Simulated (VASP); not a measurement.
Here is the system:

```xyz
3
Lattice="1.7998 -3.1173 0.0000 1.7998 3.1173 0.0000 0.0000 0.0000 5.0527" Properties=species:S:1:pos:R:3 pbc="T T T"
Pt     0.0000     0.0000     0.0000
S      1.7998     1.0391     1.2333
S      1.7998    -1.0391     3.8194
```

Method: optB88-vdW, VASP's PBE PAW potentials (set 64) (plane waves; VASP). Run with 520 eV cut-off, Gaussian smearing of 0.050 eV, potentials Pt S.

Unless said otherwise, spin-orbit coupling is left out, though it shifts the bands of the heavy elements here.

Q: Estimate the band gap (along the path) with the smallest direct gap where there is one.

A: 
The band gap (along the path) is 0.58 eV and the smallest direct gap (along the path) is 1.22 eV.

Total energies compare only between runs with the same potentials, cut-off and functional.

The compound is PtS2 in the 1T layered structure. It was relaxed first.
